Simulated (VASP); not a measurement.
# P2Rh3O8 (P-1) in VASP: single point with PBE

Aim: the single point of P2Rh3O8 with PBE.

Everything below comes from runs of VASP 6.6.1. Logs are shortened: lines on timing, memory, paths and dates and some standing lists are left out, and cuts for length are marked.

## (1) The crystal as given

The typed cell holds 13 atoms: a = 4.938 Å, b = 5.379 Å, c = 6.291 Å, α = 72.36°, β = 87.00°, γ = 68.55°.

The cell was built by a generator and needn't be a form met in nature.

## (2) Single point, PBE

Contents of INCAR:

```
PREC = Accurate
ENCUT = 520
EDIFF = 1E-6
ISMEAR = -1
SIGMA = 0.1
LREAL = F
LASPH = T
NELM = 80
ALGO = Fast
ISIF = 2
LWAVE = F
LCHARG = T
GGA = PE
LELF = T
LVHAR = T
NBANDS = 64
```

Contents of KPOINTS:

```
Automatic mesh
0
Gamma
  4 4 3
  0.5 0 0.5
```

Contents of POSCAR:

```
P2Rh3O8
1.0
    4.9377440000      0.0000000000      0.0000000000
    1.9674030000      5.0066590000      0.0000000000
    0.3296190000      1.9184370000      5.9821150000
Rh P O
3 2 8
Direct
    0.0000000000      0.0000000000      0.0000000000
    0.2911700000      0.2466100000      0.3089600000
    0.7088300000      0.7533900000      0.6910400000
    0.3428600000      0.3575900000      0.7450100000
    0.6571400000      0.6424100000      0.2549900000
    0.8464000000      0.3443000000      0.3389000000
    0.1536000000      0.6557000000      0.6611000000
    0.3324000000      0.6515000000      0.1695000000
    0.6676000000      0.3485000000      0.8305000000
    0.2303000000      0.2274000000      0.0049000000
    0.7697000000      0.7726000000      0.9951000000
    0.3786000000      0.1498000000      0.6334000000
    0.6214000000      0.8502000000      0.3666000000
```

Potentials or basis: VASP PAW PBE potentials, release 64 (Rh_pv, P, O).

On the command line:

```sh
$ cat potpaw_PBE.64/Rh_pv/POTCAR potpaw_PBE.64/P/POTCAR potpaw_PBE.64/O/POTCAR > POTCAR
$ mpirun -np 1 vasp_std > vasp.out
```

OUTCAR:

```text
PREC = Accurate
   ENCUT = 520
   EDIFF = 1E-6
   ISMEAR = -1
   LREAL = F
   LASPH = T
   NELM = 80
   ISIF = 2
   GGA = PE

 ion  position               nearest neighbor table
   1  0.000  0.000  0.000-  10 1.96  11 1.96   8 2.02   9 2.02   4 3.06   5 3.06   2 3.29   3 3.29

   2  0.291  0.247  0.309-  12 1.98  10 1.99   6 2.08  13 2.09   8 2.17   4 3.02   5 3.04   3 3.12
                             1 3.29
   3  0.709  0.753  0.691-  13 1.98  11 1.99   7 2.08  12 2.09   9 2.17   5 3.02   4 3.04   2 3.12
                             1 3.29
   4  0.343  0.358  0.745-  12 1.45   7 1.47   9 1.70  10 1.72   2 3.02   3 3.04   1 3.06
   5  0.657  0.642  0.255-  13 1.45   6 1.47   8 1.70  11 1.72   3 3.02   2 3.04   1 3.06
   6  0.846  0.344  0.339-   5 1.47   2 2.08
   7  0.154  0.656  0.661-   4 1.47   3 2.08
   8  0.332  0.651  0.169-   5 1.70   1 2.02   2 2.17
   9  0.668  0.349  0.831-   4 1.70   1 2.02   3 2.17
  10  0.230  0.227  0.005-   4 1.72   1 1.96   2 1.99
  11  0.770  0.773  0.995-   5 1.72   1 1.96   3 1.99
  12  0.379  0.150  0.633-   4 1.45   2 1.98   3 2.09
  13  0.621  0.850  0.367-   5 1.45   3 1.98   2 2.09

  LATTYP: Found a triclinic cell.
 ALAT       =     5.3793409361
 B/A-ratio  =     0.9179087287
 C/A-ratio  =     1.1694455746
 COS(alpha) =     0.0523966055
 COS(beta)  =     0.3029925860
 COS(gamma) =     0.3657330932

  Lattice vectors:

 A1 = (  -1.9674030000,  -5.0066590000,   0.0000000000)
 A2 = (  -4.9377440000,   0.0000000000,   0.0000000000)
 A3 = (  -0.3296190000,  -1.9184370000,  -5.9821150000)

Analysis of symmetry for initial positions (statically):
=====================================================================
 Subroutine PRICEL returns:
 Original cell was already a primitive cell.

 Routine SETGRP: Setting up the symmetry group for a
 triclinic supercell.

 Subroutine GETGRP returns: Found  2 space group operations
 (whereof  2 operations were pure point group operations)
 out of a pool of  2 trial point group operations.

The static configuration has the point symmetry S_2 .

Analysis of symmetry for dynamics (positions and initial velocities):
=====================================================================
 Subroutine PRICEL returns:
 Original cell was already a primitive cell.

 Routine SETGRP: Setting up the symmetry group for a
 triclinic supercell.

 Subroutine GETGRP returns: Found  2 space group operations
 (whereof  2 operations were pure point group operations)
 out of a pool of  2 trial point group operations.

The dynamic configuration has the point symmetry S_2 .

 Subroutine INISYM returns: Found  2 space group operations
 (whereof  2 operations are pure point group operations),
 and found     1 'primitive' translations

----------------------------------------------------------------------------------------

                                     Primitive cell

  volume of cell :     147.8875

  direct lattice vectors                    reciprocal lattice vectors
     4.937744000  0.000000000  0.000000000     0.202521637 -0.079582348  0.014362603
     1.967403000  5.006659000  0.000000000     0.000000000  0.199733994 -0.064053781
     0.329619000  1.918437000  5.982115000     0.000000000  0.000000000  0.167164958

  length of vectors
     4.937744000  5.379340936  6.290846452     0.218070282  0.209753559  0.167164958

  position of ions in fractional coordinates (direct lattice)
     0.000000000  0.000000000  0.000000000
     0.291170000  0.246610000  0.308960000
     0.708830000  0.753390000  0.691040000
     0.342860000  0.357590000  0.745010000
     0.657140000  0.642410000  0.254990000
     0.846400000  0.344300000  0.338900000
     0.153600000  0.655700000  0.661100000
     0.332400000  0.651500000  0.169500000
     0.667600000  0.348500000  0.830500000
     0.230300000  0.227400000  0.004900000
     0.769700000  0.772600000  0.995100000
     0.378600000  0.149800000  0.633400000
     0.621400000  0.850200000  0.366600000

  ion indices of the primitive-cell ions
   primitive index   ion index
                 1           1
                 2           2
                 3           3
                 4           4
                 5           5
                 6           6
                 7           7
                 8           8
                 9           9
                10          10
                11          11
                12          12
                13          13

----------------------------------------------------------------------------------------

 KPOINTS: Automatic mesh

Automatic generation of k-mesh.
 Grid dimensions read from file:
 generate k-points for:    4    4    3

 Generating k-lattice:

  Cartesian coordinates                     Fractional coordinates (reciprocal lattice)
     0.050630409 -0.019895587  0.003590651     0.250000000  0.000000000  0.000000000
     0.000000000  0.049933499 -0.016013445     0.000000000  0.250000000  0.000000000
     0.000000000  0.000000000  0.055721653     0.000000000  0.000000000  0.333333333

  Length of vectors
     0.054517571  0.052438390  0.055721653

  Shift w.r.t. Gamma in fractional coordinates (k-lattice)
     0.500000000  0.000000000  0.500000000

 Subroutine IBZKPT returns following result:
 ===========================================

 Found     24 irreducible k-points:

 Following reciprocal coordinates:
            Coordinates               Weight
  0.125000  0.000000  0.166667      2.000000
  0.375000  0.000000  0.166667      2.000000
 -0.375000  0.000000  0.166667      2.000000
 -0.125000 -0.000000  0.166667      2.000000
  0.125000  0.250000  0.166667      2.000000
  0.375000  0.250000  0.166667      2.000000
[... 16 lines left out ...]
  0.125000  0.500000  0.500000      2.000000
  0.375000  0.500000  0.500000      2.000000
   k-points           NKPTS =     24   k-points in BZ     NKDIM =     24   number of bands    NBANDS=     64
   number of dos      NEDOS =    301   number of ions     NIONS =     13
   total plane-waves  NPLWV =  76800
   dimension x,y,z NGX =    40 NGY =   40 NGZ =   48
   dimension x,y,z NGXF=    80 NGYF=   80 NGZF=   96
   ions per type =               3   2   8
   NGX,Y,Z   is equivalent  to a cutoff of  13.47, 12.36, 12.68 a.u.
   NGXF,Y,Z  is equivalent  to a cutoff of  26.93, 24.72, 25.37 a.u.
 SYSTEM =  unknown system
   PREC   = accura    normal or accurate (medium, high low for compatibility)
   ISTART =      0    job   : 0-new  1-cont  2-samecut
   ICHARG =      2    charge: 1-file 2-atom 10-const
   ISPIN  =      1    spin polarized calculation?
   LNONCOLLINEAR =      F non collinear calculations
   LSORBIT =      F    spin-orbit coupling
   LASPH  =      T    aspherical Exc in radial PAW
   ENCUT  =  520.0 eV  38.22 Ry    6.18 a.u.   9.18 10.00 11.70*2*pi/ulx,y,z
   NELM   =     80;   NELMIN=  2; NELMDL= -5     # of ELM steps
   EDIFF  = 0.1E-05   stopping-criterion for ELM
   LREAL  =      F    real-space projection
   EDIFFG = 0.1E-04   stopping-criterion for IOM
   NSW    =      0    number of steps for IOM
   IBRION =     -1    ionic relax: 0-MD 1-quasi-New 2-CG
   NFREE  =      0    steps in history (QN), initial steepest desc. (CG)
   ISIF   =      2    stress and relaxation
   ISYM   =      2    0-nonsym 1-usesym 2-fastsym
   POTIM  = 0.5000    time-step for ionic-motion
   TEBEG  =    0.0;   TEEND  =   0.0 temperature during run
   PSTRESS=    0.0 pullay stress
   NELECT =     103.0000    total number of electrons
   NUPDOWN=      -1.0000    fix difference up-down
   EMIN   =  10.00;   EMAX   =-10.00  energy-range for DOS
   EFERMI =   0.00;   METHOD = LEGACY
   ISMEAR =    -1;   SIGMA  =   0.10  broadening in eV -4-tet -1-fermi 0-gaus
   EFERMI_NEDOS =   21; number of points for ismear=-14 and -15
   IALGO  =     68    algorithm
   IMIX   =      4    mixing-type and parameters
     AMIX     =   0.40;   BMIX     =  1.00
     AMIX_MAG =   1.60;   BMIX_MAG =  1.00
  volume/ion in A,a.u.               =      11.38        76.77
  Fermi-wavevector in a.u.,A,eV,Ry     =   1.451143  2.742262 28.651355  2.105815
  Thomas-Fermi vector in A             =   2.568674
   LORBIT       =      0    0 simple, 1 ext, 2 COOP (PROOUT), +10 PAW based schemes
   GGA     = PE    functional components
   LHFCALC =     F    Hartree Fock is set to
   AEXX    =    0.0000 exact exchange contribution
   IVDW    =     0    specifies the selected vdW correction
   LEPSILON=     F    determine dielectric tensor
   LRPA    =     F    only Hartree local field effects (RPA)
 non-spin polarized calculation
 RMM-DIIS sequential band-by-band and
  energy-cutoff  :      520.00
  volume of cell :      147.89
 maximum number of plane-waves:      3993
 NGX is ok and might be reduce to    40
   NGX = 19   NGY = 19   NGZ = 23

 number of electron     103.0000017 magnetization

 Free energy of the ion-electron system (eV)
  ---------------------------------------------------
  ext. energy  EPLUGINS =         0.00000000
  ---------------------------------------------------
  free energy    TOTEN  =       -84.24408794 eV

  energy without entropy =      -83.92664829  energy(sigma->0) =      -84.08536811

 E-fermi :   6.3889     XC(G=0): -11.1728

 val. band max:        6.3883644471   @ k =   0.1250   0.2500   0.5000
 cond. band min:       6.3902215601   @ k =   0.1250   0.2500   0.1667
 fundamental gap:      0.0018571130
 Fermi energy:         6.3889004981

 k-point     1 :       0.1250    0.0000    0.1667
  band No.  band energies     occupation
      1     -40.3767      2.00000
      2     -40.3555      2.00000
      3     -40.0985      2.00000
      4     -39.9290      2.00000
      5     -39.8848      2.00000
      6     -39.8598      2.00000
[... 1573 lines left out ...]
     62      13.1772      0.00000
     63      13.5978      0.00000
 [bands above 63 left out]

------------------------ aborting loop because EDIFF is reached ----------------------------------------

  FORCE on cell =-STRESS in cart. coord.  units (eV):
  Direction    XX          YY          ZZ          XY          YZ          ZX
  --------------------------------------------------------------------------------------
  -------------------------------------------------------------------------------------
  Total        1.8621722     26.6011403      8.0967857     -2.1605147      2.8263289      2.1736937
  in kB       20.1743284    288.1903904     87.7186391    -23.4064991     30.6197715     23.5492779
  external PRESSURE =     132.0277859 kB  Pullay stress =       0.0000000 kB

 VOLUME and BASIS-vectors are now :
 -----------------------------------------------------------------------------
  energy-cutoff  :      520.00
  volume of cell :      147.89
      direct lattice vectors                 reciprocal lattice vectors
     4.937744000  0.000000000  0.000000000     0.202521637 -0.079582348  0.014362603
     1.967403000  5.006659000  0.000000000     0.000000000  0.199733994 -0.064053781
     0.329619000  1.918437000  5.982115000     0.000000000  0.000000000  0.167164958

 POSITION                                       TOTAL-FORCE (eV/Angst)
 -----------------------------------------------------------------------------------
      0.00000      0.00000      0.00000         0.000000      0.000000      0.000000
      2.02474      1.82741      1.84823        -0.143169     -0.241750     -2.007456
      5.21002      5.09768      4.13388         0.143169      0.241750      2.007456
      2.64205      3.21959      4.45674         3.656484      2.970374      7.969828
      4.59272      3.70551      1.52538        -3.656484     -2.970374     -7.969828
      4.96839      2.37395      2.02734         0.042030     -1.163412      1.626909
      2.26637      4.55115      3.95478        -0.042030      1.163412     -1.626909
      2.97894      3.58701      1.01397         2.135164      0.361726      1.205949
      4.25583      3.33808      4.96815        -2.135164     -0.361726     -1.205949
      1.58617      1.14791      0.02931         1.031357      0.296468     -2.504478
      5.64860      5.77718      5.95280        -1.031357     -0.296468      2.504478
      2.37293      1.96514      3.78907        -1.271782     -2.342483     -1.608772
      4.86184      4.95996      2.19304         1.271782      2.342483      1.608772
 -----------------------------------------------------------------------------------
    total drift:                                0.000000      0.000000     -0.000000

  FREE ENERGIE OF THE ION-ELECTRON SYSTEM (eV)
  ---------------------------------------------------
  free  energy   TOTEN  =       -84.2440879406 eV

  energy  without entropy=      -83.9266482892  energy(sigma->0) =      -84.08536811
```

Run time: 3.5 min. Hardware: 1 thread of Intel Xeon 6975P-C (Granite Rapids), shared host; peak memory 0.35 GiB.

Results:

- Free energy: -84.2441 eV
- Pressure: 13.2 GPa
- Largest force: 9.258 eV/Å
- Band gap on the k mesh: none (metal or under the smearing width)

Forces on the atoms (eV/Å):
```
Rh   0.000  0.000  0.000
Rh  -0.143 -0.242 -2.007
Rh   0.143  0.242  2.007
P    3.656  2.970  7.970
P   -3.656 -2.970 -7.970
O    0.042 -1.163  1.627
O   -0.042  1.163 -1.627
O    2.135  0.362  1.206
O   -2.135 -0.362 -1.206
O    1.031  0.296 -2.504
O   -1.031 -0.296  2.504
O   -1.272 -2.342 -1.609
O    1.272  2.342  1.609
```

Caveat: an odd number of electrons without spin polarisation forces a metal; a magnetic or distorted state may lie lower.
